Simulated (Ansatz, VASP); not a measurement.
# Cs2AgBiBr6: VASP beside Ansatz, part 2 of 3

Wanted: the spread between two codes on one cell, functional and k mesh. The cell is taken from a series of VASP runs on this material, whose earlier steps may have relaxed, scaled or displaced it; both programs get it as it stands.

VASP 6.6.1 and Ansatz 0.2.0.

So far. Step 2 (VASP: band structure, PBE): The run ends at a pressure of 1.15 GPa, with forces up to 0.085 eV/Å.

## Step 4: Side by side

Known differences besides the potentials themselves: the data sets hold 94 valence electrons in Ansatz (default PAW (the set named soft_2) files) and 86 in VASP; the cutoff is 420 eV in Ansatz and 350 eV in VASP. Total energies have different zeros and are not compared.

Compared:

```csv
quantity,Ansatz,VASP,difference
pressure (GPa),1.28,1.15,+0.14
gap over the path points (eV),1.211,1.213,-0.002
```

Forces (eV/Å; atoms numbered as in POSCAR):

```csv
atom,"Ansatz x, y, z","VASP x, y, z"
Bi1,"0.000, 0.000, 0.000","0.000, 0.000, 0.000"
Cs2,"0.000, 0.000, 0.000","0.000, 0.000, 0.000"
Cs3,"0.000, 0.000, 0.000","0.000, 0.000, 0.000"
Ag4,"0.000, 0.000, 0.000","0.000, 0.000, 0.000"
Br5,"0.000, 0.000, 0.088","0.000, 0.000, 0.085"
Br6,"0.000, 0.088, 0.000","0.000, 0.085, 0.000"
Br7,"0.000, -0.088, 0.000","0.000, -0.085, 0.000"
Br8,"0.088, 0.000, 0.000","0.085, 0.000, 0.000"
Br9,"0.000, 0.000, -0.088","0.000, 0.000, -0.085"
Br10,"-0.088, 0.000, 0.000","-0.085, 0.000, 0.000"
```

Levels at points of the path, from each program's valence-band top (eV; 4 filled, then empty):

```csv
k (reciprocal lattice),Ansatz,VASP
0.000 0.000 0.000,-1.20 -1.20 -0.60 -0.60 2.17 2.17 2.17,-1.19 -1.19 -0.59 -0.59 2.17 2.17 2.17
0.143 0.000 0.143,-1.31 -1.20 -1.06 -0.60 2.27 2.27 2.39,-1.31 -1.20 -1.06 -0.60 2.27 2.27 2.39
0.357 0.000 0.357,-1.56 -1.21 -0.60 -0.45 2.57 2.57 2.82,-1.55 -1.21 -0.60 -0.45 2.57 2.57 2.82
0.500 0.000 0.500,-1.55 -1.21 -0.60 0.00 2.64 2.64 2.99,-1.55 -1.21 -0.60 0.00 2.65 2.65 2.99
0.500 0.071 0.571,-1.55 -1.24 -0.69 -0.03 2.63 2.66 2.98,-1.55 -1.23 -0.69 -0.03 2.63 2.67 2.98
0.500 0.179 0.679,-1.53 -1.35 -1.06 -0.09 2.58 2.75 2.91,-1.52 -1.34 -1.05 -0.09 2.58 2.76 2.91
0.500 0.250 0.750,-1.45 -1.45 -1.22 -0.10 2.57 2.83 2.83,-1.45 -1.45 -1.22 -0.10 2.58 2.84 2.84
0.446 0.304 0.750,-1.51 -1.40 -1.11 -0.14 2.40 2.88 2.98,-1.50 -1.39 -1.11 -0.14 2.40 2.88 2.98
0.411 0.339 0.750,-1.53 -1.38 -1.01 -0.19 2.28 2.90 3.09,-1.52 -1.37 -1.00 -0.19 2.29 2.90 3.10
0.375 0.375 0.750,-1.53 -1.37 -0.96 -0.22 2.24 2.90 3.14,-1.53 -1.37 -0.95 -0.22 2.24 2.91 3.14
```

The forces differ by 1.5 meV/Å r.m.s., which is 4.0 % of the r.m.s. force of 0.04 eV/Å (both taken over all components). Among the levels compared at these points, filled levels agree within 6 meV and empty ones within 3 meV.

## Step 5: Ansatz: band structure, r2SCAN

Levels along a path test the potential and the projectors away from the mesh points.

The cell is taken from a series of VASP runs on this material, whose earlier steps may have relaxed, scaled or displaced it; both programs get it as it stands.

Contents of input.yaml:

```yaml
crystal:
  lattice:
    - [0.0, 5.6333, 5.6333]
    - [5.6333, 0.0, 5.6333]
    - [5.6333, 5.6333, 0.0]
  atoms:
    - { symbol: Bi, position: [0.0, 0.0, 0.0] }
    - { symbol: Cs, position: [0.25, 0.25, 0.25] }
    - { symbol: Cs, position: [0.75, 0.75, 0.75] }
    - { symbol: Ag, position: [0.5, 0.5, 0.5] }
    - { symbol: Br, position: [0.7461344694, 0.7461344694, 0.2538655306] }
    - { symbol: Br, position: [0.7461344694, 0.2538655306, 0.7461344694] }
    - { symbol: Br, position: [0.2538655306, 0.7461344694, 0.2538655306] }
    - { symbol: Br, position: [0.2538655306, 0.7461344694, 0.7461344694] }
    - { symbol: Br, position: [0.2538655306, 0.2538655306, 0.7461344694] }
    - { symbol: Br, position: [0.7461344694, 0.2538655306, 0.2538655306] }
hamiltonian:
  xc: r2scan
  pseudopotentials: { kind: paw }
kpoints:
  mp_grid: { grid: [4, 4, 4] }
  band_path:
    path:
      - [0.0, 0.0, 0.0]
      - [0.14286, 0.0, 0.14286]
      - [0.35714, 0.0, 0.35714]
      - [0.5, 0.0, 0.5]
      - [0.5, 0.07143, 0.57143]
      - [0.5, 0.17857, 0.67857]
      - [0.5, 0.25, 0.75]
      - [0.44643, 0.30357, 0.75]
      - [0.41071, 0.33929, 0.75]
      - [0.375, 0.375, 0.75]
      - [0.21429, 0.21429, 0.42857]
      - [0.10714, 0.10714, 0.21429]
      - [0.0, 0.0, 0.0]
      - [0.21429, 0.21429, 0.21429]
      - [0.42857, 0.42857, 0.42857]
      - [0.5, 0.5, 0.5]
      - [0.55357, 0.39286, 0.55357]
      - [0.60714, 0.28571, 0.60714]
      - [0.60714, 0.25, 0.64286]
      - [0.57143, 0.25, 0.67857]
      - [0.51786, 0.25, 0.73214]
      - [0.5, 0.28571, 0.71429]
      - [0.5, 0.35714, 0.64286]
      - [0.5, 0.46429, 0.53571]
      - [0.48214, 0.48214, 0.53571]
      - [0.42857, 0.42857, 0.64286]
      - [0.39286, 0.39286, 0.71429]
      - [0.60714, 0.21429, 0.60714]
      - [0.55357, 0.10714, 0.55357]
      - [0.5, 0.0, 0.5]
    npoints: 1
scf:
  occupations: { method: gaussian, width: 0.03 }
  n_extra_bands: 11
output:
  forces: true
  stress: true
  eigenvalues: true
```

Started as:

```bash
$ ansatz run input.yaml --threads 4 --pin off --max-ram 9216MiB --backend cpu --events-out ev --progress --plain --runs-dir out
```

Numbers of over 12 decimals in the logs are rounded to 6 here.

The log of the run:

```text
[...]
Crystal: 10 atoms, lattice volume = 357.535 Å³
Basis set: ecut = 500 eV, 9185 PW (Γ), exchange–correlation on 240×240×240 points (64 copies of the dense FFT grid, shifted against one another)
Bands: 58, of which v1, the nominal top of the filled ones, is band 47 counted from 1 (46 counted from 0)
Symmetry: 48 space group operations
[...]
k-points: 8 of 64
[...]
k-point 0: bands = [... 43 lower, 2.7403, 2.7403, 3.4147, 3.4147, 6.5855, 6.5855, 6.5855, 8.2553, ... 7 higher]
  k-point 1: bands = [... 43 lower, 2.4757, 2.6395, 3.0025, 3.0025, 6.1174, 7.2430, 7.2430, 8.8091, ... 7 higher]
  k-point 2: bands = [... 43 lower, 2.4241, 2.5601, 2.7756, 2.7756, 5.6546, 7.8922, 7.8922, 9.5831, ... 7 higher]
  k-point 7: bands = [... 43 lower, 2.4904, 2.4904, 2.7986, 3.9581, 6.9812, 7.2271, 7.2271, 9.9539, ... 7 higher]
[key lines of the parts left out:]
SCF converged after 7 iterations
Free energy (F): -48157.076151 eV
Fermi energy:    4.857550 eV
P = ⅓ Tr σ = 0.4219 GPa (4.219 kbar)
```

It took 16 s on 4 threads of Arm Neoverse V1, shared host; peak memory 1.8 GiB; 61 s of CPU time.

## Step 6: VASP: band structure, r2SCAN

The same cell, functional, mesh and smearing now go to VASP, with its own data sets and cutoff.

Contents of INCAR:

```
SYSTEM = Cs2AgBiBr6
PREC = Accurate
ENCUT = 350
EDIFF = 1E-06
NELM = 100
ISMEAR = 0
SIGMA = 0.03
LREAL = .FALSE.
ALGO = Normal
METAGGA = R2SCAN
LASPH = .TRUE.
NBANDS = 67
LORBIT = 11
LWAVE = .FALSE.
LCHARG = .FALSE.
KPAR = 8
NCORE = 2
```

Contents of POSCAR:

```
Cs2AgBiBr6
1.0
    0.0000000000      5.6333000000      5.6333000000
    5.6333000000      0.0000000000      5.6333000000
    5.6333000000      5.6333000000      0.0000000000
Bi Cs Ag Br
1 2 1 6
Direct
    0.0000000000      0.0000000000      0.0000000000
    0.2500000000      0.2500000000      0.2500000000
    0.7500000000      0.7500000000      0.7500000000
    0.5000000000      0.5000000000      0.5000000000
    0.7461344694      0.7461344694      0.2538655306
    0.7461344694      0.2538655306      0.7461344694
    0.2538655306      0.7461344694      0.2538655306
    0.2538655306      0.7461344694      0.7461344694
    0.2538655306      0.2538655306      0.7461344694
    0.7461344694      0.2538655306      0.2538655306
```

Contents of KPOINTS:

```
Automatic mesh
0
Gamma
4 4 4
0 0 0
```

Contents of KPOINTS_OPT:

```
Line mode
8
Line-mode
Reciprocal
  0.00000000   0.00000000   0.00000000 GAMMA
  0.50000000   0.00000000   0.50000000 X

  0.50000000   0.00000000   0.50000000 X
  0.50000000   0.25000000   0.75000000 W

  0.50000000   0.25000000   0.75000000 W
  0.37500000   0.37500000   0.75000000 K

  0.37500000   0.37500000   0.75000000 K
  0.00000000   0.00000000   0.00000000 GAMMA

  0.00000000   0.00000000   0.00000000 GAMMA
  0.50000000   0.50000000   0.50000000 L

  0.50000000   0.50000000   0.50000000 L
  0.62500000   0.25000000   0.62500000 U

  0.62500000   0.25000000   0.62500000 U
  0.50000000   0.25000000   0.75000000 W

  0.50000000   0.25000000   0.75000000 W
  0.50000000   0.50000000   0.50000000 L

  0.50000000   0.50000000   0.50000000 L
  0.37500000   0.37500000   0.75000000 K

  0.62500000   0.25000000   0.62500000 U
  0.50000000   0.00000000   0.50000000 X
```

Potentials, in the order of the species: Bi_d, Cs_sv, Ag and Br (PBE family, release 64).

Started as:

```bash
$ mpirun -np 16 vasp_std
```

The log of the run:

```text
[banner, memory and clock lines left out]
running   16 mpi-ranks, on    1 nodes
[...]
|                                                                             |
|               ----> ADVICE to this user running VASP <----                  |
|                                                                             |
|     You enforced a specific xc type in the INCAR file but a different       |
|     [... a line on the potential file left out ...]
|     I HOPE YOU KNOW WHAT YOU ARE DOING!                                     |
|                                                                             |

 LDA part: xc-table for (None), standard interpolation
 POSCAR, INCAR and KPOINTS ok, starting setup
[...]
entering main loop
       N       E                     dE             d eps       ncg     rms          rms(c)
DAV:   1     0.374580937362E+03    0.37458E+03   -0.29617E+04  1120   0.846E+02
DAV:   2    -0.182236126563E+03   -0.55682E+03   -0.53034E+03  1309   0.224E+02
[...]
1 F= -.22248988E+03 E0= -.22248988E+03  d E =-.586039E-15
 Start KPOINTS_OPT (optional k-point list driver)
k-point batch [1-8\80]
       N       E                     dE             ncg
DAV:   1    -0.194019243791E+03   -0.57508E+04     1128
DAV:   2    -0.464674049612E+04   -0.44527E+04     1298
DAV:   3    -0.510865906246E+04   -0.46192E+03     1280
DAV:   4    -0.511987418653E+04   -0.11215E+02     1272
DAV:   5    -0.512018901791E+04   -0.31483E+00     1584
DAV:   6    -0.512019346665E+04   -0.44487E-02     1285
DAV:   7    -0.512019376284E+04   -0.29618E-03     1648
DAV:   8    -0.512019376556E+04   -0.27224E-05     1050
DAV:   9    -0.512019376578E+04   -0.21948E-06      848
[...]
k-point batch [73-80\80]
       N       E                     dE             ncg
DAV:   1    -0.149163393559E+03   -0.10579E+05     1104
DAV:   2    -0.465856917265E+04   -0.45094E+04     1285
DAV:   3    -0.512116310578E+04   -0.46259E+03     1336
DAV:   4    -0.513269842586E+04   -0.11535E+02     1352
DAV:   5    -0.513301147334E+04   -0.31305E+00     1576
DAV:   6    -0.513301689974E+04   -0.54264E-02     1424
DAV:   7    -0.513301718511E+04   -0.28537E-03     1640
DAV:   8    -0.513301718678E+04   -0.16724E-05     1240
DAV:   9    -0.513301718683E+04   -0.54497E-07      936
```

From OUTCAR (step 6):

```text
  Total        0.6340888      0.6340888      0.6340888      0.0000000     -0.0000000      0.0000000
  in kB        2.8414632      2.8414632      2.8414632      0.0000000     -0.0000000      0.0000000
  external PRESSURE =       2.8414632 kB  Pullay stress =       0.0000000 kB

 POSITION                                       TOTAL-FORCE (eV/Angst)
 -----------------------------------------------------------------------------------
      0.00000      0.00000      0.00000        -0.000000     -0.000000      0.000000
      2.81665      2.81665      2.81665        -0.000000     -0.000000      0.000000
      8.44995      8.44995      8.44995        -0.000000     -0.000000      0.000000
      5.63330      5.63330      5.63330        -0.000000     -0.000000     -0.000000
      5.63330      5.63330      8.40640        -0.000000     -0.000000      0.145633
      5.63330      8.40640      5.63330        -0.000000      0.145633      0.000000
      5.63330      2.86020      5.63330        -0.000000     -0.145633      0.000000
      8.40640      5.63330      5.63330         0.145633     -0.000000      0.000000
      5.63330      5.63330      2.86020        -0.000000     -0.000000     -0.145633
      2.86020      5.63330      5.63330        -0.145633     -0.000000      0.000000
 -----------------------------------------------------------------------------------
    total drift:                                0.000000     -0.000000     -0.000000

  FREE ENERGIE OF THE ION-ELECTRON SYSTEM (eV)
  ---------------------------------------------------
  free  energy   TOTEN  =      -222.4898816361 eV

  energy  without entropy=     -222.4898816361  energy(sigma->0) =     -222.48988164

[... 2 parts as in an earlier step ...]

[... 1 further part left out ...]
[key lines of the parts left out:]
E-fermi :   1.2497
```

The run ends at a pressure of 0.28 GPa, with forces up to 0.15 eV/Å.

## Step 7: Side by side

What differs besides the data sets and the points named for the pairs above, as far as they apply: VASP keeps PBE cores, Ansatz makes them for the functional; the cutoff is 500 eV in Ansatz and 350 eV in VASP. Total energies have different zeros and are not compared.

The two programs side by side:

```csv
quantity,Ansatz,VASP,difference
pressure (GPa),0.42,0.28,+0.14
gap over the path points (eV),1.594,1.574,+0.020
```

Forces (eV/Å; atoms numbered as in POSCAR):

```csv
atom,"Ansatz x, y, z","VASP x, y, z"
Bi1,"0.000, 0.000, 0.000","0.000, 0.000, 0.000"
Cs2,"0.000, 0.000, 0.000","0.000, 0.000, 0.000"
Cs3,"0.000, 0.000, 0.000","0.000, 0.000, 0.000"
Ag4,"0.000, 0.000, 0.000","0.000, 0.000, 0.000"
Br5,"0.000, 0.000, 0.152","0.000, 0.000, 0.146"
Br6,"0.000, 0.152, 0.000","0.000, 0.146, 0.000"
Br7,"0.000, -0.152, 0.000","0.000, -0.146, 0.000"
Br8,"0.152, 0.000, 0.000","0.146, 0.000, 0.000"
Br9,"0.000, 0.000, -0.152","0.000, 0.000, -0.146"
Br10,"-0.152, 0.000, 0.000","-0.146, 0.000, 0.000"
```

Levels at points of the path, from each program's valence-band top (eV; 4 filled, then empty):

```csv
k (reciprocal lattice),Ansatz,VASP
0.000 0.000 0.000,-1.32 -1.32 -0.65 -0.65 2.52 2.52 2.52,-1.33 -1.33 -0.64 -0.64 2.51 2.51 2.51
0.143 0.000 0.143,-1.43 -1.32 -1.08 -0.65 2.62 2.62 2.73,-1.44 -1.33 -1.07 -0.64 2.61 2.61 2.72
0.357 0.000 0.357,-1.66 -1.33 -0.65 -0.45 2.91 2.91 3.16,-1.65 -1.34 -0.64 -0.45 2.89 2.89 3.14
0.500 0.000 0.500,-1.65 -1.34 -0.65 0.00 2.98 2.98 3.32,-1.65 -1.34 -0.64 0.00 2.97 2.97 3.30
0.500 0.071 0.571,-1.65 -1.36 -0.73 -0.03 2.97 3.00 3.30,-1.65 -1.37 -0.72 -0.03 2.95 2.99 3.29
0.500 0.179 0.679,-1.64 -1.47 -1.10 -0.09 2.93 3.09 3.24,-1.64 -1.48 -1.09 -0.09 2.91 3.07 3.22
0.500 0.250 0.750,-1.57 -1.57 -1.26 -0.10 2.92 3.17 3.17,-1.58 -1.58 -1.25 -0.10 2.90 3.15 3.15
0.446 0.304 0.750,-1.62 -1.51 -1.16 -0.14 2.75 3.21 3.31,-1.62 -1.52 -1.15 -0.14 2.73 3.19 3.29
0.411 0.339 0.750,-1.64 -1.50 -1.05 -0.19 2.63 3.23 3.42,-1.63 -1.50 -1.05 -0.19 2.62 3.21 3.40
0.375 0.375 0.750,-1.64 -1.49 -1.01 -0.21 2.59 3.23 3.46,-1.64 -1.50 -1.00 -0.22 2.58 3.22 3.44
```

The forces differ by 2.7 meV/Å r.m.s., which is 4.1 % of the r.m.s. force of 0.07 eV/Å (both taken over all components). Among the levels compared at these points, filled levels agree within 19 meV and empty ones within 20 meV.

## Step 8: VASP: band structure, LDA, spin-orbit coupling

The same path points are solved in both programs, so levels can be compared one by one.

INCAR: that of step 6 with these lines changed.

```diff
@@ -9,5 +9,10 @@
 ALGO = Normal
-METAGGA = R2SCAN
+GGA = CA
+LNONCOLLINEAR = .TRUE.
+MAGMOM = 0 0 0 0 0 0 0 0 0 0 0 0 0 0 0 0 0 0 0 0 0 0 0 0 0 0 0 0 0 0
+NBANDS = 106
+GGA_COMPAT = .FALSE.
 LASPH = .TRUE.
-NBANDS = 67
+LSORBIT = .TRUE.
+LMAXMIX = 4
 LORBIT = 11
```

POSCAR is that of step 6.

KPOINTS is that of step 6.

KPOINTS_OPT is that of step 6.

The projector-augmented-wave data sets are Bi_d, Cs_sv, Ag and Br (LDA family, release 64).

Started as:

```bash
$ mpirun -np 16 vasp_ncl
```

The log of the run:

```text
[banner, memory and clock lines left out]
running   16 mpi-ranks, on    1 nodes
[...]
LDA part: xc-table for (Slater(with rela. corr.)+CA(PZ))
 , standard interpolation
 POSCAR, INCAR and KPOINTS ok, starting setup
[...]
entering main loop
       N       E                     dE             d eps       ncg     rms          rms(c)
DAV:   1     0.600031530722E+03    0.60003E+03   -0.29996E+04  1784   0.106E+03
DAV:   2     0.328383858775E+02   -0.56719E+03   -0.54878E+03  2064   0.264E+02
DAV:   3    -0.338089126477E+02   -0.66647E+02   -0.66091E+02  2024   0.113E+02
DAV:   4    -0.364206556790E+02   -0.26117E+01   -0.26024E+01  2048   0.274E+01
[...]
DAV:  11    -0.352790954197E+02   -0.48366E-04   -0.31392E-04  2064   0.697E-02    0.519E-02
DAV:  12    -0.352791201326E+02   -0.24713E-04   -0.69768E-05  2176   0.409E-02    0.140E-02
DAV:  13    -0.352791201829E+02   -0.50348E-07   -0.58977E-06  1832   0.136E-02
   1 F= -.35279120E+02 E0= -.35279120E+02  d E =-.415703E-13  mag=     0.0000     0.0000    -0.0000
 Start KPOINTS_OPT (optional k-point list driver)
k-point batch [1-8\80]
       N       E                     dE             ncg
DAV:   1     0.255728314143E+03   -0.41918E+04     1816
DAV:   2    -0.426566552983E+04   -0.45214E+04     2032
DAV:   3    -0.480228766758E+04   -0.53662E+03     2040
DAV:   4    -0.482196379123E+04   -0.19676E+02     2016
DAV:   5    -0.482277115327E+04   -0.80736E+00     2408
DAV:   6    -0.482278785565E+04   -0.16702E-01     2296
DAV:   7    -0.482278829976E+04   -0.44411E-03     2456
DAV:   8    -0.482278830555E+04   -0.57865E-05     2312
DAV:   9    -0.482278830568E+04   -0.12918E-06     1352
[...]
k-point batch [73-80\80]
       N       E                     dE             ncg
DAV:   1     0.246443636822E+03   -0.96790E+04     1792
DAV:   2    -0.430448668223E+04   -0.45509E+04     2078
DAV:   3    -0.481764705288E+04   -0.51316E+03     2016
DAV:   4    -0.483680205085E+04   -0.19155E+02     2056
DAV:   5    -0.483752980198E+04   -0.72775E+00     2272
DAV:   6    -0.483755398939E+04   -0.24187E-01     2392
DAV:   7    -0.483755438981E+04   -0.40042E-03     2384
DAV:   8    -0.483755439565E+04   -0.58425E-05     2344
DAV:   9    -0.483755439574E+04   -0.91608E-07     1296
```

OUTCAR, selected parts (step 8):

```text
  Total       -4.3993960     -4.3993960     -4.3993960     -0.0000000      0.0000000     -0.0000000
  in kB      -19.7144651    -19.7144651    -19.7144651     -0.0000000      0.0000000     -0.0000000
  external PRESSURE =     -19.7144651 kB  Pullay stress =       0.0000000 kB

 POSITION                                       TOTAL-FORCE (eV/Angst)
 -----------------------------------------------------------------------------------
      0.00000      0.00000      0.00000        -0.000000     -0.000000      0.000000
      2.81665      2.81665      2.81665        -0.000000     -0.000000     -0.000000
      8.44995      8.44995      8.44995         0.000000      0.000000      0.000000
      5.63330      5.63330      5.63330         0.000000      0.000000      0.000000
      5.63330      5.63330      8.40640         0.000000      0.000000     -0.075307
      5.63330      8.40640      5.63330         0.000000     -0.075307      0.000000
      5.63330      2.86020      5.63330         0.000000      0.075307      0.000000
      8.40640      5.63330      5.63330        -0.075307      0.000000      0.000000
      5.63330      5.63330      2.86020         0.000000      0.000000      0.075307
      2.86020      5.63330      5.63330         0.075307      0.000000      0.000000
 -----------------------------------------------------------------------------------
    total drift:                                0.000000     -0.000000     -0.000000

  FREE ENERGIE OF THE ION-ELECTRON SYSTEM (eV)
  ---------------------------------------------------
  free  energy   TOTEN  =       -35.2791201829 eV

  energy  without entropy=      -35.2791201829  energy(sigma->0) =      -35.27912018

 magnetization (x)
# of ion       s       p       d       tot
------------------------------------------
    1        0.000  -0.000   0.000   0.000
    2       -0.000   0.000   0.000  -0.000
    3       -0.000  -0.000   0.000  -0.000
    4        0.000   0.000   0.000   0.000
    5       -0.000  -0.000   0.000  -0.000
    6        0.000   0.000  -0.000   0.000
    7        0.000   0.000  -0.000   0.000
    8        0.000   0.000  -0.000  -0.000
    9       -0.000   0.000   0.000   0.000
   10        0.000   0.000   0.000   0.000
--------------------------------------------------
tot         -0.000   0.000  -0.000   0.000

 magnetization (y)
# of ion       s       p       d       tot
------------------------------------------
    1       -0.000  -0.000   0.000  -0.000
    2        0.000   0.000   0.000   0.000
    3        0.000   0.000   0.000   0.000
    4        0.000   0.000  -0.000  -0.000
    5        0.000   0.000  -0.000   0.000
    6        0.000   0.000  -0.000  -0.000
    7        0.000   0.000   0.000   0.000
    8       -0.000  -0.000   0.000  -0.000
    9        0.000   0.000  -0.000   0.000
   10       -0.000   0.000   0.000   0.000
--------------------------------------------------
tot          0.000   0.000  -0.000   0.000

 magnetization (z)
# of ion       s       p       d       tot
------------------------------------------
    1       -0.000  -0.000   0.000  -0.000
    2        0.000   0.000   0.000   0.000
    3        0.000  -0.000   0.000   0.000
    4       -0.000   0.000  -0.000  -0.000
    5        0.000   0.000   0.000   0.000
    6       -0.000   0.000   0.000  -0.000
    7        0.000   0.000   0.000   0.000
    8        0.000   0.000  -0.000   0.000
    9        0.000   0.000   0.000   0.000
   10        0.000   0.000  -0.000   0.000
--------------------------------------------------
tot          0.000   0.000  -0.000   0.000

[... 1 part as in an earlier step ...]

[... 2 further parts left out ...]
[key lines of the parts left out:]
E-fermi :   1.3447
```

VASP adds spin-orbit coupling inside the spheres on scalar-relativistic partial waves, which describe the 6p1/2 states imperfectly, so such gaps can be off by a tenth of an eV or more.

(Continued in part 3 of 3.)

[Lines on the potential files, build, host, timing and source positions are cut from VASP's logs without a mark.]

[Logs are printed without paths, hosts, clocks, repeated set-up lines and the standing remarks that a program may print on its own settings, such as how far it seeks lower states.]

[Hosts, paths, dates, database ids (printed as entryN), source tags and the programs' standing remarks are cut or masked in the printed files.]
